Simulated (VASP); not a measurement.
Ca:

```xyz
1
Lattice="0.0000 2.7942 2.7942 2.7942 0.0000 2.7942 2.7942 2.7942 0.0000" Properties=species:S:1:pos:R:3 pbc="T T T"
Ca    0.0000    0.0000    0.0000
```

```yaml
Program: VASP 6.6.1
Task: relaxation of cell and atoms
Functional: LDA
Potentials_or_basis: VASP PAW LDA potentials, release 64 (Ca_sv)
Cutoff: 600 eV
k_mesh: 14 × 14 × 14
Occupations: methfessel-paxton, width 0.1 eV
Spin: no spin polarisation
```

At the start: pressure -2.1 GPa; volume 43.63 Å³/atom.

Task: Where does the relaxation end?

Result: Over 4 steps the energy falls by 40.6 meV/atom and the volume is 38.03 Å³/atom (-12.8 %); space group Fm-3m (No. 225, to 0.05 Å).

Step by step:
```
step  energy change (eV)  largest force (eV/Å)  pressure (GPa)  volume (Å³)
   1              0.0000                0.0000           -2.13        43.63
   2             -0.0345                0.0000           -0.92        40.07
   3             -0.0406                0.0000           -0.07        38.17
   4             -0.0406                0.0000            0.00        38.03
```

Final structure:
```
Ca
1.0
     0.00000    2.66900    2.66900
     2.66900    0.00000    2.66900
     2.66900    2.66900    0.00000
Ca
1
Direct
  0.00000 0.00000 0.00000
```

Caveat: the volume moved by -13 % from the deposited cell, more than functionals usually miss.
